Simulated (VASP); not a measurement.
Given:

```xyz
6
Lattice="0.0000 4.1459 4.2923 2.4060 0.0000 4.2923 2.4060 4.1459 0.0000" Properties=species:S:1:pos:R:3 pbc="T T T"
Ti     2.4060     4.1459     4.2923
Ti     3.6090     6.2189     6.4385
Si     2.4060     6.9438     4.2923
Si     2.4060     1.3480     4.2923
Si     1.2030     3.4210     2.1462
Si     1.2030     0.7250     2.1462
```

Level of theory: PBE GGA, VASP's PBE PAW potentials (set 64) (plane waves; VASP). Settings: 300 eV cut-off, 7×7×7 Γ-centred mesh, Gaussian smearing of 0.27 eV, potentials Ti_sv Si.

Problem. Give the energies of bands 10 to 23 at the high-symmetry points, in eV from the Fermi level.

Solution. 
```tsv
band	Γ	Y	T	Z	Σ0	C0	L
10	-6.68	-10.49	-8.88	-10.58	-8.67	-9.87	-9.38
11	-5.77	-5.51	-8.77	-4.99	-8.61	-7.73	-7.69
12	-5.33	-5.51	-8.77	-4.99	-8.30	-7.73	-5.79
13	-4.97	-4.68	-4.58	-4.84	-5.55	-2.71	-4.98
14	-3.76	-4.68	-4.58	-4.84	-3.35	-2.71	-4.55
15	-3.72	-2.37	-1.23	-2.92	-2.39	-2.31	-2.57
16	-2.51	-2.37	-1.23	-2.92	-2.02	-2.31	-2.48
17	-2.24	-2.32	-1.13	-1.57	-1.35	-1.68	-1.91
18	-2.08	-2.32	-1.13	-1.57	-0.41	-1.68	-1.04
19	-1.78	-0.86	-0.66	-0.95	0.04	-1.38	-0.02
20	-1.35	-0.86	-0.66	-0.95	0.12	-1.38	0.14
21	-0.92	1.24	0.82	0.72	0.72	1.36	0.95
22	2.01	1.24	0.82	0.72	0.91	1.36	1.34
23	3.04	3.17	2.21	3.14	1.71	2.06	1.63
```

It has no gap at this level: it comes out as a metal or semimetal.

The structure comes from a computed database's TiSi2 entry; how it stands against other phases isn't given here. The cell was not relaxed at this level.
